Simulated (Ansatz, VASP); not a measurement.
# Hf4S (S/Hf(0001)): VASP beside Ansatz, part 2 of 2

Aim: how closely do two programs agree when they are given the same cell, functional and k mesh? Of the first pair: The structure shown is the start of the Ansatz relaxation below; VASP solves that cell, so the two are compared at the walk's first step.

VASP 6.6.1 and Ansatz 0.2.0.

So far: Starting point; Ansatz: relaxation, PBEsol; VASP: single point, PBEsol, start cell, pair 1.

### Step 4. Side by side

Known differences besides the potentials themselves: the data sets hold 110 valence electrons in Ansatz (on its default PAW (the set named soft_2) files) and 46 in VASP; the cutoff is 420 eV in Ansatz and 400 eV in VASP; Ansatz makes its cores anew for this functional, VASP keeps those of its PBE data sets. Total energies have different zeros and are not compared.

Forces (eV/Å; atoms numbered as in POSCAR):

```
atom        Ansatz x, y, z          VASP x, y, z
 Hf1   0.000, 0.000, 0.903   0.000, 0.000, 0.937
 Hf2  0.000, 0.000, -0.873  0.000, 0.000, -0.891
 Hf3  0.000, 0.000, -0.595  0.000, 0.000, -0.578
 Hf4   0.000, 0.000, 3.278   0.000, 0.000, 3.266
  S5  0.000, 0.000, -2.712  0.000, 0.000, -2.735
```

The forces differ by 13 meV/Å r.m.s., which is 1.1 % of the r.m.s. force of 1.159 eV/Å (both taken over all components). With vacuum in the cell, a pressure given here is an average over mostly empty space and none of the material.

### Step 5. Ansatz: relaxation, PBEsol

This run makes the geometry at which the two programs are then compared.

The structure compared here is the end of the Ansatz relaxation.

File input.yaml:

```yaml
crystal:
  lattice:
    - [3.2, 0.0, 0.0]
    - [1.6, 2.7712812921, 0.0]
    - [0.0, 0.0, 27.7227404283]
  atoms:
    - { symbol: Hf, position: [0.6666666667, 0.6666666667, 0.3246432301] }
    - { symbol: Hf, position: [0.0, 0.0, 0.415947335] }
    - { symbol: Hf, position: [0.6666666667, 0.6666666667, 0.5089135937] }
    - { symbol: Hf, position: [0.0, 0.0, 0.592862125] }
    - { symbol: S, position: [0.3333333333, 0.3333333333, 0.6753567699] }
kpoints:
  mp_grid: { grid: [11, 11, 1] }
hamiltonian:
  xc: pbesol
scf:
  occupations: { method: fermi_dirac, width: 0.1 }
  convergence: { dr2_threshold: 1.0e-08 }
efield:
  axis: 3
  dipole_correction: true
  ramp_position: 0.97
  ramp_width: 0.06
relax:
  f_tol: 0.02
  max_steps: 60
  constraints: [{ sites: [0, 1] }]
output:
  bader: true
  write_potential: true
  write_density: true
  volumetric_format: npy
```

On the command line:

```bash
ansatz run input.yaml --threads 4 --pin off --max-ram 12288MiB --backend cpu --events-out ev --progress --plain --runs-dir out
```

Numbers of over 12 decimals in the logs are rounded to 6 here.

Output:

```text
[...]
Crystal: 5 atoms, lattice volume = 245.848 Å³
Basis set: ecut = 420 eV, 4881 PW (Γ), exchange–correlation on 48×48×384 points (8 copies of the dense FFT grid, shifted against one another)
Bands: 66, of which v1, the nominal top of the filled ones, is band 55 counted from 1 (54 counted from 0)
Symmetry: 6 space group operations
[...]
- { symbol: Hf, position: [0.666667, 0.666667, 0.506431] }
[...]
- { symbol: S, position: [0.333333, 0.333333, 0.654969] }
--- Bader charges: 5 sites ---
  site symbol  charge [e]  shift [e]
     0     Hf     -0.0608     0.0000
     1     Hf      0.0682     0.0000
     2     Hf     -0.1889     0.0000
     3     Hf      1.0882     0.0001
     4      S     -0.9067     0.0001
  estimated error of the sums over rays = 5.0e-4 e
[key lines of the parts left out:]
SCF converged after 6 iterations
Free energy (F): -63277.607480 eV
Fermi energy:    4.724542 eV
Dipole field:    D = -0.049174 V/Å  (p = -0.066810 e·Å, saw-weighted, corrected)
Work function:   Φ+ = 5.8025 eV   Φ− = 4.4393 eV
```

### Step 6. VASP: single point, PBEsol, relaxed cell, pair 2

The same cell, functional, mesh and smearing now go to VASP, with its own data sets.

File INCAR:

```
SYSTEM = Hf4S
PREC = Accurate
ENCUT = 400
EDIFF = 1E-06
NELM = 120
ISMEAR = -1
SIGMA = 0.1
LREAL = .FALSE.
ALGO = Normal
GGA = PS
NBANDS = 29
LASPH = .TRUE.
LORBIT = 11
LWAVE = .FALSE.
LCHARG = .FALSE.
ISIF = 2
LDIPOL = .TRUE.
IDIPOL = 3
DIPOL = 0.5 0.5 0.502
LVHAR = .TRUE.
GGA_COMPAT = .FALSE.
NELMDL = -8
KPAR = 4
```

File POSCAR:

```
Hf4S
1.0
    3.2000000000      0.0000000000      0.0000000000
    1.6000000000      2.7712812921      0.0000000000
    0.0000000000      0.0000000000     27.7227404283
Hf S
4 1
Direct
    0.6666666666      0.6666666666      0.3246432301
    1.0000000000      1.0000000000      0.4159473350
    0.6666666666      0.6666666666      0.5064307488
    1.0000000000      1.0000000000      0.5969357287
    0.3333333333      0.3333333333      0.6549690640
```

File KPOINTS:

```
Automatic mesh
0
Gamma
11 11 1
0 0 0
```

PAW data sets: Hf_pv and S (PBE family, release 64).

On the command line:

```bash
mpirun -np 4 vasp_std
```

Output:

```text
[banner, memory and clock lines left out]
running    4 mpi-ranks, on    1 nodes
[...]
[... a notice as in an earlier step ...]

 LDA part: xc-table for (Slater+PW92), standard interpolation
 POSCAR, INCAR and KPOINTS ok, starting setup
[...]
entering main loop
       N       E                     dE             d eps       ncg     rms          rms(c)
DAV:   1     0.177719452387E+03    0.17772E+03   -0.22613E+04  1248   0.110E+03
DAV:   2    -0.355474795780E+02   -0.21327E+03   -0.20673E+03  1137   0.271E+02
DAV:   3    -0.497488078257E+02   -0.14201E+02   -0.13641E+02  1148   0.537E+01
DAV:   4    -0.504442623380E+02   -0.69545E+00   -0.68048E+00  1288   0.115E+01
[...]
DAV:  64    -0.470158792838E+02   -0.75584E-05   -0.17439E-06   699   0.620E-03    0.284E-02
DAV:  65    -0.470158811925E+02   -0.19086E-05   -0.47820E-07   532   0.340E-03    0.216E-02
DAV:  66    -0.470158817113E+02   -0.51884E-06   -0.81754E-07   526   0.264E-03
   1 F= -.47015882E+02 E0= -.46922423E+02  d E =-.186918E+00
```

OUTCAR, selected parts (step 6):

```text
  Total        1.3837394      1.3837394     -2.3901487      0.0000000     -0.0000000      0.0000000
  in kB        9.0177492      9.0177492    -15.5764596      0.0000000     -0.0000000      0.0000000
  external PRESSURE =       0.8196796 kB  Pullay stress =       0.0000000 kB

 POSITION                                       TOTAL-FORCE (eV/Angst)
 -----------------------------------------------------------------------------------
      3.20000      1.84752      9.00000        -0.000000     -0.000000      0.875900
      0.00000      0.00000     11.53120        -0.000000      0.000000     -0.854085
      3.20000      1.84752     14.03965         0.000000      0.000000     -0.011467
      0.00000      0.00000     16.54869        -0.000000      0.000000      0.023544
      1.60000      0.92376     18.15754         0.000000      0.000000     -0.033892
 -----------------------------------------------------------------------------------
    total drift:                                0.000000      0.000000      0.001645

  FREE ENERGIE OF THE ION-ELECTRON SYSTEM (eV)
  ---------------------------------------------------
  free  energy   TOTEN  =       -47.0158817113 eV

  energy  without entropy=      -46.8289635197  energy(sigma->0) =      -46.92242262

[... 2 parts as in an earlier step ...]

[... 1 further part left out ...]
[key lines of the parts left out:]
E-fermi :  -0.8266
```

### Step 7. Side by side

What differs besides the data sets and the points named for the pairs above, as far as they apply: the data sets hold 110 valence electrons in Ansatz (on its default PAW (the set named soft_2) files) and 46 in VASP. Total energies have different zeros and are not compared.

Compared:

```
                                   quantity  Ansatz  VASP  difference
 work function, lower of the two faces (eV)    4.44  4.44        0.00
work function, higher of the two faces (eV)    5.80  5.79       +0.01
```

Forces (eV/Å; atoms numbered as in POSCAR):

```
atom        Ansatz x, y, z          VASP x, y, z
 Hf1   0.000, 0.000, 0.842   0.000, 0.000, 0.876
 Hf2  0.000, 0.000, -0.842  0.000, 0.000, -0.854
 Hf3   0.000, 0.000, 0.001  0.000, 0.000, -0.011
 Hf4  0.000, 0.000, -0.001   0.000, 0.000, 0.024
  S5   0.000, 0.000, 0.001  0.000, 0.000, -0.034
```

The forces differ by 15 meV/Å r.m.s., which is 4.7 % of the r.m.s. force of 0.316 eV/Å (both taken over all components). VASP's last cycles still show a density residual of 2e-03, so its state may not be settled. With vacuum in the cell, a pressure given here is an average over mostly empty space and none of the material.

### Step 8. Other set-ups

Further runs change the set-up of one program: Ansatz's method, potentials or start, or VASP's data sets, cutoff or form of LDA. The table gives Ansatz less VASP for each quantity, since a change that brings one quantity closer may part another.

```
                                                       run  r.m.s. force difference (meV/Å)  work function, lower of the two faces (eV)  work function, higher of the two faces (eV)
                                                  as above                               15                                     -0.0043                                        0.014
VASP with the data sets Hf_sv and S and a cutoff of 520 eV                              9.7                                     -0.0011                                       0.0091
```

### Step 9. VASP: single point, PBEsol, pair 3

With cell and atoms fixed, the geometry can't cause a difference; cores, projectors, grids and the points listed under the comparison can. This pair takes another cell of the material, with 17 atoms against 5 for the pair before.

INCAR, as its differences from that of step 6:

```diff
@@ -1,2 +1,2 @@
-SYSTEM = Hf4S
+SYSTEM = Hf16S
 PREC = Accurate
@@ -10,3 +10,3 @@
 GGA = PS
-NBANDS = 29
+NBANDS = 102
 LASPH = .TRUE.
@@ -18,3 +18,3 @@
 IDIPOL = 3
-DIPOL = 0.5 0.5 0.502
+DIPOL = 0.5 0.5 0.472
 LVHAR = .TRUE.
```

File POSCAR:

```
Hf16S
1.0
    6.4000000000      0.0000000000      0.0000000000
    3.2000000000      5.5425625842      0.0000000000
    0.0000000000      0.0000000000     27.7227404283
Hf S
16 1
Direct
    0.3333333334      0.3333333334      0.3246432301
    0.0000000000      0.0000000000      0.4159473350
    0.3316726792      0.3316726792      0.5088293713
    0.9946997948      0.9946997948      0.5942710663
    0.3333333334      0.8333333334      0.3246432301
    0.0000000000      0.5000000000      0.4159473350
    0.3316726792      0.8366546416      0.5088293713
    0.9946997948      0.5106004106      0.5942710663
    0.8333333334      0.3333333334      0.3246432301
    0.5000000000      0.0000000000      0.4159473350
    0.8366546416      0.3316726792      0.5088293713
    0.5106004106      0.9946997948      0.5942710663
    0.8333333334      0.8333333334      0.3246432301
    0.5000000000      0.5000000000      0.4159473350
    0.8333333334      0.8333333334      0.5069992005
    0.5000000000      0.5000000000      0.5917550100
    0.1666666667      0.1666666667      0.6533552592
```

File KPOINTS:

```
Automatic mesh
0
Gamma
6 6 1
0 0 0
```

On the command line:

```bash
mpirun -np 4 vasp_std
```

Output:

```text
[banner, memory and clock lines left out]
running    4 mpi-ranks, on    1 nodes
[...]
|                                                                             |
|               ----> ADVICE to this user running VASP <----                  |
|                                                                             |
|     You have a (more or less) 'large supercell' and for larger cells it     |
|     might be more efficient to use real-space projection operators.         |
|     Therefore, try LREAL= Auto in the INCAR file.                           |
|     Mind: For very accurate calculation, you might also keep the            |
|     reciprocal projection scheme (i.e. LREAL=.FALSE.).                      |
|                                                                             |

 [... a notice as in an earlier step ...]

 LDA part: xc-table for (Slater+PW92), standard interpolation
 POSCAR, INCAR and KPOINTS ok, starting setup
[...]
entering main loop
       N       E                     dE             d eps       ncg     rms          rms(c)
DAV:   1     0.708307263569E+03    0.70831E+03   -0.80909E+04  1900   0.112E+03
DAV:   2    -0.114593887107E+03   -0.82290E+03   -0.79861E+03  1714   0.293E+02
DAV:   3    -0.175938310009E+03   -0.61344E+02   -0.58878E+02  1696   0.587E+01
DAV:   4    -0.180800695803E+03   -0.48624E+01   -0.47103E+01  2072   0.138E+01
[...]
DAV:  76    -0.167541770547E+03   -0.26365E-05   -0.34620E-07   976   0.105E-03    0.266E-03
DAV:  77    -0.167541772040E+03   -0.14936E-05   -0.86753E-08   848   0.602E-04    0.165E-03
DAV:  78    -0.167541772875E+03   -0.83483E-06   -0.66870E-08   848   0.457E-04
   1 F= -.16754177E+03 E0= -.16717547E+03  d E =-.732598E+00
```

From OUTCAR (step 9):

```text
  Total      -12.1645726    -12.1645726     -9.8568965      0.0000000      0.0000000      0.0000000
  in kB      -19.8189525    -19.8189525    -16.0592049      0.0000000      0.0000000      0.0000000
  external PRESSURE =     -18.5657033 kB  Pullay stress =       0.0000000 kB

 POSITION                                       TOTAL-FORCE (eV/Angst)
 -----------------------------------------------------------------------------------
      3.20000      1.84752      9.00000         0.012825      0.007405      0.916081
      0.00000      0.00000     11.53120         0.016682      0.009631     -0.881906
      3.18406      1.83832     14.10614         0.008378      0.004837      0.017771
      9.54912      5.51319     16.47482         0.015765      0.009102     -0.028334
      4.80000      4.61880      9.00000        -0.000000     -0.014809      0.916081
      1.60000      2.77128     11.53120         0.000000     -0.019263     -0.881906
      4.80000      4.63721     14.10614         0.000000     -0.009675      0.017771
      8.00000      2.83003     16.47482        -0.000000     -0.018204     -0.028334
      6.40000      1.84752      9.00000        -0.012825      0.007405      0.916081
      3.20000      0.00000     11.53120        -0.016682      0.009631     -0.881906
      6.41594      1.83832     14.10614        -0.008378      0.004837      0.017771
      6.45088      5.51319     16.47482        -0.015765      0.009102     -0.028334
      8.00000      4.61880      9.00000        -0.000000     -0.000000      0.881516
      4.80000      2.77128     11.53120        -0.000000     -0.000000     -0.928034
[...]
-----------------------------------------------------------------------------------
    total drift:                                0.000000      0.000000      0.001192

  FREE ENERGIE OF THE ION-ELECTRON SYSTEM (eV)
  ---------------------------------------------------
  free  energy   TOTEN  =      -167.5417728750 eV

  energy  without entropy=     -166.8091747677  energy(sigma->0) =     -167.17547382

[... 3 further parts left out ...]
[key lines of the parts left out:]
E-fermi :  -0.8754
```

### Step 10. Ansatz: single point, PBEsol, pair 3

The same cell, functional, mesh and smearing now go to Ansatz, which takes its cutoff from its data sets.

The cell is taken from a series of runs on this material, whose earlier steps may have relaxed, scaled, displaced or heated it; both programs get it as it stands.

File input.yaml:

```yaml
crystal:
  lattice:
    - [6.4, 0.0, 0.0]
    - [3.2, 5.5425625842, 0.0]
    - [0.0, 0.0, 27.7227404283]
  atoms:
    - { symbol: Hf, position: [0.3333333333, 0.3333333333, 0.3246432301] }
    - { symbol: Hf, position: [0.0, 0.0, 0.415947335] }
    - { symbol: Hf, position: [0.3316726792, 0.3316726792, 0.5088293713] }
    - { symbol: Hf, position: [-0.0053002053, -0.0053002053, 0.5942710663] }
    - { symbol: Hf, position: [0.3333333333, 0.8333333333, 0.3246432301] }
    - { symbol: Hf, position: [0.0, 0.5, 0.415947335] }
    - { symbol: Hf, position: [0.3316726792, 0.8366546416, 0.5088293713] }
    - { symbol: Hf, position: [-0.0053002053, 0.5106004105, 0.5942710663] }
    - { symbol: Hf, position: [0.8333333333, 0.3333333333, 0.3246432301] }
    - { symbol: Hf, position: [0.5, 0.0, 0.415947335] }
    - { symbol: Hf, position: [0.8366546416, 0.3316726792, 0.5088293713] }
    - { symbol: Hf, position: [0.5106004105, -0.0053002053, 0.5942710663] }
    - { symbol: Hf, position: [0.8333333333, 0.8333333333, 0.3246432301] }
    - { symbol: Hf, position: [0.5, 0.5, 0.415947335] }
    - { symbol: Hf, position: [0.8333333333, 0.8333333333, 0.5069992005] }
    - { symbol: Hf, position: [0.5, 0.5, 0.59175501] }
    - { symbol: S, position: [0.1666666667, 0.1666666667, 0.6533552592] }
kpoints:
  mp_grid: { grid: [6, 6, 1] }
hamiltonian:
  xc: pbesol
scf:
  occupations: { method: fermi_dirac, width: 0.1 }
  convergence: { dr2_threshold: 1.0e-08 }
efield:
  axis: 3
  dipole_correction: true
  ramp_position: 0.97
  ramp_width: 0.06
output:
  write_potential: true
  write_density: true
  volumetric_format: npy
```

On the command line:

```bash
ansatz run input.yaml --threads 4 --pin off --max-ram 12288MiB --backend cpu --events-out ev --progress --plain --runs-dir out
```

Output:

```text
[...]
Crystal: 17 atoms, lattice volume = 983.392 Å³
Basis set: ecut = 420 eV, 19269 PW (Γ)
Bands: 254, of which v1, the nominal top of the filled ones, is band 211 counted from 1 (210 counted from 0)
Symmetry: 6 space group operations
[...]
k-points: 7 of 36 (time reversal used)
[...]
SCF iter   1: F=—  HF=-250448.828838 eV  |F-HF|=—  |Δ(HF+E_count)|=         —  Δρ=7.97e-3  dr2=1.69e1  ethr=1.77e-3  p=-0.043 e·Å  D=-7.98e-3 V/Å  ΔV_dip=0.22 eV  dr2_dipole=2.37e0  V_vac-E_F(+/−)=4.88/4.66 eV  ⟨swp⟩=6.4  Hψ=6604  notcnv=0  defer=26
[...]
SCF iter   9: F=—  HF=-250448.437225 eV  |F-HF|=—  |Δ(HF+E_count)|=   4.10e-7  Δρ=2.70e-6  dr2=1.53e-7  ethr=2.91e-10  p=-0.031 e·Å  D=-5.73e-3 V/Å  ΔV_dip=0.16 eV  dr2_dipole=1.20e-8  V_vac-E_F(+/−)=4.60/4.44 eV  ⟨swp⟩=2.3  Hψ=3069  notcnv=0  defer=58
[...]
k-point 1: bands = [... 207 lower, 4.7195, 4.7554, 4.8291, 4.9522, 4.9653, 5.0970, 5.2114, 5.3435, ... 39 higher]
  k-point 2: bands = [... 207 lower, 4.4622, 4.5242, 4.5610, 4.5915, 4.6782, 4.6979, 4.8369, 4.9516, ... 39 higher]
  k-point 6: bands = [... 207 lower, 3.9891, 4.0728, 4.1891, 4.2089, 4.2263, 4.2652, 4.5223, 4.5852, ... 39 higher]
```

### Step 11. Side by side

What differs besides the data sets and the points named for the pairs above, as far as they apply: the data sets hold 422 valence electrons in Ansatz (on its default PAW (the set named soft_2) files) and 166 in VASP. Total energies have different zeros and are not compared.

Compared:

```
                                   quantity  Ansatz  VASP  difference
 work function, lower of the two faces (eV)    4.44  4.44        0.00
work function, higher of the two faces (eV)    4.60  4.60       +0.01
```

With vacuum in the cell, a pressure given here is an average over mostly empty space and none of the material.

### Step 12. Outcome

| Item | Value |
| --- | --- |
| r.m.s. force difference (single point, PBEsol, start cell, pair 1) | 1.1 % of the r.m.s. force |
| r.m.s. force difference (single point, PBEsol, relaxed cell, pair 2) | 4.7 % of the r.m.s. force |
| difference in work function, higher of the two faces (single point, PBEsol, pair 3) | 0.0057 eV |

**Reading.** The r.m.s. force difference is 4.7 % of the r.m.s. force (single point, PBEsol, relaxed cell, pair 2), beyond the 3 % picked in this series as the mark of a large difference. The data sets hold unlike numbers of valence electrons (110 in Ansatz and 46 in VASP and 422 in Ansatz and 166 in VASP), so part of the differences comes from the potentials. Single point, PBEsol, relaxed cell, pair 2, VASP with the data sets Hf_sv and S and a cutoff of 520 eV: r.m.s. force difference goes from 15 to 9.7 meV/Å; the difference in work function, lower of the two faces goes from -0.0043 to -0.0011 eV; the difference in work function, higher of the two faces goes from 0.014 to 0.0091 eV. 1 further run of this series is not shown here. How closely two codes agree says nothing of how well the functional describes the real material.

[Lines on the potential files, build, host, timing and source positions are cut from VASP's logs without a mark.]

[Logs are printed without paths, hosts, clocks, repeated set-up lines and the standing remarks that a program may print on its own settings, such as how far it seeks lower states.]

[Hosts, paths, dates, database ids (printed as entryN), source tags and the programs' standing remarks are cut or masked in the printed files.]
